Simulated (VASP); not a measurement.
Given:

```yaml
crystal:
  lattice:
    - [2.10411, -3.64442, 0.00000]
    - [2.10411, 3.64442, 0.00000]
    - [0.00000, 0.00000, 7.56933]
  atoms:
    - { symbol: Mg, position: [0.00000, 0.00000, 0.00000] }
    - { symbol: I, position: [0.33333, 0.66667, 0.22066] }
    - { symbol: I, position: [0.66667, 0.33333, 0.77934] }
```

All values below come from PBE GGA, VASP's PBE PAW potentials (set 64) (plane waves; VASP 6.6.1). Settings: 520 eV cut-off, Gaussian smearing of 0.050 eV, potentials Mg I.

Without a dispersion term in the relaxation, distances and binding between the weakly bound layers, chains or molecules are unreliable, and so is what depends on them. Unless said otherwise, spin-orbit coupling is left out, though it shifts the bands of the heavy elements here.

Question: Give the energies of bands 3 to 11 at the high-symmetry points, in eV from the valence-band maximum.

Answer: 
```
band      Γ      M      K      A      L      H
----  -----  -----  -----  -----  -----  -----
3     -3.04  -3.34  -3.04  -2.68  -3.38  -2.98
4     -0.30  -2.66  -2.25  -0.92  -2.79  -2.38
5     -0.30  -1.42  -2.25  -0.27  -1.12  -2.38
6     -0.19  -1.16  -1.75  -0.27  -1.11  -1.86
7      0.00  -0.65  -0.81  -0.03  -0.63  -0.55
8      0.00  -0.38  -0.81  -0.03  -0.45  -0.55
9      3.70   3.67   4.21   4.41   3.61   4.65
10     4.89   5.44   7.14   4.89   5.42   6.06
11     6.70   5.78   7.14   6.63   5.78   6.06
```

The gap is indirect, 3.61 eV, from the valence maximum at Γ to the conduction minimum at L-M at 0.22.

The compound is MgI2 in the 1T layered structure. It was relaxed first, which changed the volume by +13 %.
